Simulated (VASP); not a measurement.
Input:

```
BaO
1.0
    3.09187     0.00000     0.00000
    0.00000     3.09187     0.00000
    0.00000     0.00000     3.09187
Ba O
1 1
Direct
  0.00000   0.00000   0.00000
  0.50000   0.50000   0.50000
```

Level of theory: PBEsol GGA, VASP's PBE PAW potentials (set 64) (plane waves; VASP 6.6.1). Run with 620 eV cut-off, 9×9×9 Γ-centred mesh, Gaussian smearing of 0.050 eV, potentials Ba_sv O.

Unless said otherwise, spin-orbit coupling is left out, though it shifts the bands of the heavy elements here.

Task: Predict the energy per atom (σ→0), pressure, band gap (on the k-mesh) with the smallest direct gap where there is one.

Result: 
The band gap (on the k-mesh) is 1.21 eV and the smallest direct gap (on the k-mesh) is 1.21 eV. The energy per atom (σ→0) is -5.644 eV/atom. The pressure is 29.98 GPa.

Only differences to runs with the same potentials and settings are physical.

The structure was generated: BaO was put into the CsCl type type (Pm-3m), which need not be its known phase. It was relaxed first under an external pressure of 30 GPa.
